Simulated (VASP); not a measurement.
# Al3Si2F (P4mm) in VASP: density of states with PBE

Aim: the density of states of Al3Si2F with PBE.

All numbers are computed with VASP 6.6.1; they aren't measurements. Logs are shortened: lines on timing, memory, paths and dates and some standing lists are left out, and cuts for length are marked.

## (1) The structure

The structure is tetragonal, space group P4mm (No. 99). The conventional cell has a = 4.394 Å, b = 4.394 Å, c = 5.359 Å, α = 90.00°, β = 90.00°, γ = 90.00°. Around Al (site symmetry 2mm) lie 2 F at 2.20 Å. Around Al (site symmetry 4mm) lie 4 Si at 2.54 Å and 4 Al at 2.69 Å. Around Si (site symmetry 2mm) lie 4 Al at 2.53 to 2.83 Å. F (site symmetry 4mm) is surrounded by 4 Al at 2.20 Å.

The cell was built by a generator and needn't be a form met in nature.

## (2) Density of states, PBE

Contents of POSCAR:

```
Al3Si2F                                 
1.0
    4.3938557574      0.0000000000      0.0000000000
    0.0000000000      4.3938557574      0.0000000000
    0.0000000000     -0.0000000000      5.3585595626
  Al              Si              F             
     3     2     1
Direct
     0.5000000000000000    1.0000000000000000    0.9318840545054110
     0.0000000000000000    0.5000000000000000    0.9318840545054110
     0.5000000000000000    0.5000000000000000    0.2229691366760483
     0.5000000000000000    0.0000000000000000    0.4593197912617932
     0.0000000000000000    0.5000000000000000    0.4593197912617932
     0.0000000000000000    1.0000000000000000    0.9518015617895318
```

Contents of INCAR.step1:

```
  ALGO = Fast
  EDIFF = 1E-6
  ENCUT = 520
  GGA = PE
  ISIF = 2
  ISMEAR = 0
  KPAR = 4
  LASPH = T
  LCHARG = T
  LREAL = F
  LWAVE = F
  NELM = 80
  PREC = Accurate
  SIGMA = 0.1
```

Contents of KPOINTS.step1:

```
k-points
0
Gamma
  8 8 6
```

Contents of INCAR.step2:

```
  ALGO = Fast
  EDIFF = 1E-6
  ENCUT = 520
  GGA = PE
  ICHARG = 11
  ISIF = 2
  ISMEAR = -5
  KPAR = 4
  LASPH = T
  LCHARG = F
  LORBIT = 11
  LREAL = F
  LWAVE = F
  NEDOS = 1001
  NELM = 80
  PREC = Accurate
  SIGMA = 0.1
```

Contents of KPOINTS.step2:

```
k-points
0
Gamma
  12 12 9
```

Potentials or basis: VASP PAW PBE potentials, release 64 (Al, Si, F).

Run with:

```sh
> cat potpaw_PBE.64/Al/POTCAR potpaw_PBE.64/Si/POTCAR potpaw_PBE.64/F/POTCAR > POTCAR
> cp INCAR.step1 INCAR
> cp KPOINTS.step1 KPOINTS
> mpirun -np 4 vasp_std > vasp.out
> cp INCAR.step2 INCAR
> cp KPOINTS.step2 KPOINTS
> mpirun -np 4 vasp_std > vasp.out
```

OUTCAR:

```text
EDIFF = 1E-6
   ENCUT = 520
   GGA = PE
   ICHARG = 11
   ISIF = 2
   ISMEAR = -5
   LASPH = T
   LORBIT = 11
   LREAL = F
   NELM = 80
   PREC = Accurate

 ion  position               nearest neighbor table
   1  0.500  0.000  0.932-   6 2.20   6 2.20   4 2.53   3 2.69   3 2.69   4 2.83   2 3.11   2 3.11
                             2 3.11   2 3.11
   2  0.000  0.500  0.932-   6 2.20   6 2.20   5 2.53   3 2.69   3 2.69   5 2.83   1 3.11   1 3.11
                             1 3.11   1 3.11
   3  0.500  0.500  0.223-   4 2.54   5 2.54   4 2.54   5 2.54   1 2.69   1 2.69   2 2.69   2 2.69

   4  0.500  0.000  0.459-   1 2.53   3 2.54   3 2.54   1 2.83   5 3.11   5 3.11   5 3.11   5 3.11

   5  0.000  0.500  0.459-   2 2.53   3 2.54   3 2.54   2 2.83   4 3.11   4 3.11   4 3.11   4 3.11

   6  0.000  0.000  0.952-   1 2.20   2 2.20   2 2.20   1 2.20

  LATTYP: Found a simple tetragonal cell.
 ALAT       =     4.3938557574
 C/A-ratio  =     1.2195574590

  Lattice vectors:

 A1 = (   4.3938557574,   0.0000000000,   0.0000000000)
 A2 = (   0.0000000000,   4.3938557574,   0.0000000000)
 A3 = (   0.0000000000,   0.0000000000,   5.3585595626)

Analysis of symmetry for initial positions (statically):
=====================================================================
 Subroutine PRICEL returns:
 Original cell was already a primitive cell.

 Routine SETGRP: Setting up the symmetry group for a
 simple tetragonal supercell.

 Subroutine GETGRP returns: Found  8 space group operations
 (whereof  8 operations were pure point group operations)
 out of a pool of 16 trial point group operations.

The static configuration has the point symmetry C_4v.

Analysis of symmetry for dynamics (positions and initial velocities):
=====================================================================
 Subroutine PRICEL returns:
 Original cell was already a primitive cell.

 Routine SETGRP: Setting up the symmetry group for a
 simple tetragonal supercell.

 Subroutine GETGRP returns: Found  8 space group operations
 (whereof  8 operations were pure point group operations)
 out of a pool of 16 trial point group operations.

The dynamic configuration has the point symmetry C_4v.

 Subroutine INISYM returns: Found  8 space group operations
 (whereof  8 operations are pure point group operations),
 and found     1 'primitive' translations

----------------------------------------------------------------------------------------

                                     Primitive cell

  volume of cell :     103.4522

  direct lattice vectors                    reciprocal lattice vectors
     4.393855757  0.000000000  0.000000000     0.227590539  0.000000000  0.000000000
     0.000000000  4.393855757  0.000000000     0.000000000  0.227590539  0.000000000
     0.000000000  0.000000000  5.358559563     0.000000000  0.000000000  0.186617315

  length of vectors
     4.393855757  4.393855757  5.358559563     0.227590539  0.227590539  0.186617315

  position of ions in fractional coordinates (direct lattice)
     0.500000000  0.000000000  0.931884055
     0.000000000  0.500000000  0.931884055
     0.500000000  0.500000000  0.222969137
     0.500000000  0.000000000  0.459319791
     0.000000000  0.500000000  0.459319791
     0.000000000  0.000000000  0.951801562

  ion indices of the primitive-cell ions
   primitive index   ion index
                 1           1
                 2           2
                 3           3
                 4           4
                 5           5
                 6           6

----------------------------------------------------------------------------------------

 KPOINTS: k-points

Automatic generation of k-mesh.
 Grid dimensions read from file:
 generate k-points for:   12   12    9

 Generating k-lattice:

  Cartesian coordinates                     Fractional coordinates (reciprocal lattice)
     0.018965878  0.000000000  0.000000000     0.083333333  0.000000000  0.000000000
     0.000000000  0.018965878  0.000000000     0.000000000  0.083333333  0.000000000
     0.000000000  0.000000000  0.020735257     0.000000000  0.000000000  0.111111111

  Length of vectors
     0.018965878  0.018965878  0.020735257

  Shift w.r.t. Gamma in fractional coordinates (k-lattice)
     0.000000000  0.000000000  0.000000000

 TETIRR: Found   1950 inequivalent tetrahedra from     7776

 Subroutine IBZKPT returns following result:
 ===========================================

 Found    140 irreducible k-points:

 Following reciprocal coordinates:
            Coordinates               Weight
  0.000000  0.000000  0.000000      1.000000
  0.083333  0.000000  0.000000      4.000000
  0.166667  0.000000  0.000000      4.000000
  0.250000  0.000000  0.000000      4.000000
  0.333333  0.000000  0.000000      4.000000
  0.416667  0.000000  0.000000      4.000000
[... 16 lines left out ...]
  0.333333  0.333333  0.000000      4.000000
  0.416667  0.333333  0.000000      8.000000
 [... further k-points ...]
   k-points           NKPTS =    140   k-points in BZ     NKDIM =    140   number of bands    NBANDS=     16
   number of dos      NEDOS =   1001   number of ions     NIONS =      6
   total plane-waves  NPLWV =  51840
   dimension x,y,z NGX =    36 NGY =   36 NGZ =   40
   dimension x,y,z NGXF=    72 NGYF=   72 NGZF=   80
   ions per type =               3   2   1
   NGX,Y,Z   is equivalent  to a cutoff of  13.62, 13.62, 12.41 a.u.
   NGXF,Y,Z  is equivalent  to a cutoff of  27.24, 27.24, 24.82 a.u.
 SYSTEM =  unknown system
   PREC   = accura    normal or accurate (medium, high low for compatibility)
   ISTART =      0    job   : 0-new  1-cont  2-samecut
   ICHARG =     11    charge: 1-file 2-atom 10-const
   ISPIN  =      1    spin polarized calculation?
   LNONCOLLINEAR =      F non collinear calculations
   LSORBIT =      F    spin-orbit coupling
   LASPH  =      T    aspherical Exc in radial PAW
   ENCUT  =  520.0 eV  38.22 Ry    6.18 a.u.   8.17  8.17  9.96*2*pi/ulx,y,z
   NELM   =     80;   NELMIN=  2; NELMDL=  0     # of ELM steps
   EDIFF  = 0.1E-05   stopping-criterion for ELM
   LREAL  =      F    real-space projection
   EDIFFG = 0.1E-04   stopping-criterion for IOM
   NSW    =      0    number of steps for IOM
   IBRION =     -1    ionic relax: 0-MD 1-quasi-New 2-CG
   NFREE  =      0    steps in history (QN), initial steepest desc. (CG)
   ISIF   =      2    stress and relaxation
   ISYM   =      2    0-nonsym 1-usesym 2-fastsym
   POTIM  = 0.5000    time-step for ionic-motion
   TEBEG  =    0.0;   TEEND  =   0.0 temperature during run
   PSTRESS=    0.0 pullay stress
   NELECT =      24.0000    total number of electrons
   NUPDOWN=      -1.0000    fix difference up-down
   EMIN   =  10.00;   EMAX   =-10.00  energy-range for DOS
   EFERMI =   0.00;   METHOD = LEGACY
   ISMEAR =    -5;   SIGMA  =   0.10  broadening in eV -4-tet -1-fermi 0-gaus
   EFERMI_NEDOS =   21; number of points for ismear=-14 and -15
   IALGO  =     68    algorithm
   IMIX   =      4    mixing-type and parameters
     AMIX     =   0.40;   BMIX     =  1.00
     AMIX_MAG =   1.60;   BMIX_MAG =  1.00
  volume/ion in A,a.u.               =      17.24       116.35
  Fermi-wavevector in a.u.,A,eV,Ry     =   1.005924  1.900922 13.767517  1.011884
  Thomas-Fermi vector in A             =   2.138635
   LORBIT       =     11    0 simple, 1 ext, 2 COOP (PROOUT), +10 PAW based schemes
   GGA     = PE    functional components
   LHFCALC =     F    Hartree Fock is set to
   AEXX    =    0.0000 exact exchange contribution
   IVDW    =     0    specifies the selected vdW correction
   LEPSILON=     F    determine dielectric tensor
   LRPA    =     F    only Hartree local field effects (RPA)
 non-spin polarized calculation
 RMM-DIIS sequential band-by-band and
 Fermi weights with tetrahedron method with Bloechl corrections
  energy-cutoff  :      520.00
  volume of cell :      103.45
 maximum number of plane-waves:      2832
 NGX is ok and might be reduce to    36

 number of electron      23.9999983 magnetization

 Free energy of the ion-electron system (eV)
  ---------------------------------------------------
  ext. energy  EPLUGINS =         0.00000000
  ---------------------------------------------------
  free energy    TOTEN  =       -25.32654671 eV

  energy without entropy =      -25.32654671  energy(sigma->0) =      -25.32654671

 E-fermi :   6.3152     XC(G=0):  -9.7449

 val. band max:        6.3939326167   @ k =   0.4167   0.0000   0.0000
 cond. band min:       6.2068799919   @ k =   0.1667   0.1667   0.0000
 fundamental gap:     -0.1870526247
 Fermi energy:         6.3152249979

 k-point     1 :       0.0000    0.0000    0.0000
  band No.  band energies     occupation
      1     -19.2050      2.00000
      2      -4.4403      2.00000
      3      -1.7324      2.00000
      4      -1.7324      2.00000
      5      -0.7995      2.00000
      6       0.6486      2.00000
[... 8 lines left out ...]
     15       7.7745      0.00000
     16       9.1848      0.00000

 k-point     2 :       0.0833    0.0000    0.0000
  band No.  band energies     occupation
      1     -19.2042      2.00000
      2      -4.4061      2.00000
      3      -1.7874      2.00000
      4      -1.7265      2.00000
      5      -0.7797      2.00000
      6       0.5169      2.00000
[... 8 lines left out ...]
     15       8.0889      0.00000
     16       9.1154      0.00000

 k-point     3 :       0.1667    0.0000    0.0000
  band No.  band energies     occupation
      1     -19.2015      2.00000
      2      -4.3074      2.00000
      3      -1.9228      2.00000
      4      -1.7102      2.00000
      5      -0.7241      2.00000
      6       0.1596      2.00000
[... 8 lines left out ...]
     15       8.3734      0.00000
     16       8.7845      0.00000

 k-point     4 :       0.2500    0.0000    0.0000
  band No.  band energies     occupation
      1     -19.1978      2.00000
      2      -4.1568      2.00000
      3      -2.0788      2.00000
      4      -1.6876      2.00000
      5      -0.6465      2.00000
      6      -0.3133      2.00000
[... 8 lines left out ...]
     15       8.4487      0.00000
     16       8.9268      0.00000
[... 324 lines left out ...]
 k-point    22 :       0.5000    0.2500    0.0000
  band No.  band energies     occupation
      1     -19.1830      2.00000
      2      -3.4390      2.00000
      3      -2.6857      2.00000
      4      -1.1985      2.00000
      5      -1.1456      2.00000
      6      -0.3727      2.00000
[... 8 lines left out ...]
     15       7.7752      0.00000
     16       9.5694      0.00000

 k-point    23 :       0.3333    0.3333    0.0000
  band No.  band energies     occupation
      1     -19.1831      2.00000
      2      -3.4787      2.00000
      3      -2.6821      2.00000
      4      -1.4079      2.00000
      5      -0.5006      2.00000
      6      -0.3890      2.00000
[... 8 lines left out ...]
     15       7.9023      0.00000
     16      10.0991      0.00000

 k-point    24 :       0.4167    0.3333    0.0000
  band No.  band energies     occupation
      1     -19.1804      2.00000
      2      -3.3028      2.00000
      3      -2.7865      2.00000
      4      -1.2566      2.00000
      5      -0.7063      2.00000
      6      -0.3427      2.00000
[... 8 lines left out ...]
     15       8.5675      0.00000
     16       9.6726      0.00000

 [... further k-points ...]

------------------------ aborting loop because EDIFF is reached ----------------------------------------

  FORCE on cell =-STRESS in cart. coord.  units (eV):
  Direction    XX          YY          ZZ          XY          YZ          ZX
  --------------------------------------------------------------------------------------
  -------------------------------------------------------------------------------------
  Total       -0.4144425     -0.4144425     -0.0120400      0.0000000      0.0000000      0.0000000
  in kB       -6.4185251     -6.4185251     -0.1864656      0.0000000      0.0000000      0.0000000
  external PRESSURE =      -4.3411720 kB  Pullay stress =       0.0000000 kB

 VOLUME and BASIS-vectors are now :
 -----------------------------------------------------------------------------
  energy-cutoff  :      520.00
  volume of cell :      103.45
      direct lattice vectors                 reciprocal lattice vectors
     4.393855757  0.000000000  0.000000000     0.227590539  0.000000000  0.000000000
     0.000000000  4.393855757  0.000000000     0.000000000  0.227590539  0.000000000
     0.000000000  0.000000000  5.358559563     0.000000000  0.000000000  0.186617315

 POSITION                                       TOTAL-FORCE (eV/Angst)
 -----------------------------------------------------------------------------------
      2.19693      0.00000      4.99356         0.000000      0.000000     -0.055263
      0.00000      2.19693      4.99356         0.000000     -0.000000     -0.055263
      2.19693      2.19693      1.19479         0.000000     -0.000000     -0.096592
      2.19693      0.00000      2.46129         0.000000     -0.000000      0.093119
      0.00000      2.19693      2.46129         0.000000     -0.000000      0.093119
      0.00000      0.00000      5.10029         0.000000      0.000000      0.020880
 -----------------------------------------------------------------------------------
    total drift:                               -0.000000     -0.000000     -0.005742

  FREE ENERGIE OF THE ION-ELECTRON SYSTEM (eV)
  ---------------------------------------------------
  free  energy   TOTEN  =       -25.3265467086 eV

  energy  without entropy=      -25.3265467086  energy(sigma->0) =      -25.32654671

 total charge

# of ion       s       p       d       tot
------------------------------------------
    1        0.457   0.281   0.000   0.738
    2        0.457   0.281   0.000   0.738
    3        0.402   0.415   0.000   0.818
    4        0.825   0.762   0.000   1.588
    5        0.825   0.762   0.000   1.588
    6        1.753   4.329   0.000   6.082
--------------------------------------------------
tot          4.721   6.831   0.000  11.552
```

Run time: 23 s. Hardware: 4 MPI ranks of Intel Xeon 6975P-C (Granite Rapids), shared host; peak memory 0.36 GiB.

Results:

```
Valence electrons inside the program's atomic spheres : Al 0.74, 0.82; Si 1.59; F 6.08
```

Levels at points of the mesh, in eV from the Fermi level:
| k point | band 9 | band 10 | band 11 | band 12 | band 13 | band 14 | band 15 | band 16 |
| --- | --- | --- | --- | --- | --- | --- | --- | --- |
| (0.00, 0.00, 0.00) | -3.04 | -3.04 | -1.04 | 0.76 | 1.02 | 1.46 | 1.46 | 2.87 |
| (0.50, 0.00, 0.00) | -2.86 | -2.54 | -2.50 | -1.62 | -0.04 | 0.47 | 1.76 | 3.68 |
| (0.50, 0.50, 0.00) | -3.05 | -3.05 | -2.83 | -1.00 | -1.00 | 0.19 | 2.47 | 3.74 |

States per cell in windows of 1 eV (zero at the Fermi level; states under -8 eV left out):
```tsv
from (eV)	total	F6_p	Si4_p	Si5_p	Si4_s	Si5_s	Al3_p
-8.0	2.15	0.71	0.02	0.02	0.16	0.16	0.02
-7.0	2.74	1.19	0.02	0.02	0.13	0.13	0.02
-6.0	1.47	0.28	0.02	0.02	0.08	0.08	0.02
-5.0	1.34	0.14	0.06	0.06	0.02	0.02	0.04
-4.0	2.58	0.20	0.16	0.16	0.03	0.03	0.09
-3.0	2.36	0.09	0.18	0.18	0.02	0.02	0.10
-2.0	1.97	0.05	0.15	0.15	0.03	0.03	0.05
-1.0	1.97	0.05	0.13	0.13	0.04	0.04	0.04
0.0	2.45	0.06	0.15	0.15	0.04	0.04	0.05
1.0	2.06	0.04	0.13	0.13	0.03	0.03	0.03
2.0	2.59	0.05	0.15	0.15	0.04	0.04	0.05
3.0	0.94	0.02	0.06	0.06	0.01	0.01	0.02
4.0	0.01	0.00	0.00	0.00	0.00	0.00	0.00
```

Caveat: tetrahedron occupations give inexact forces and stress in metals.
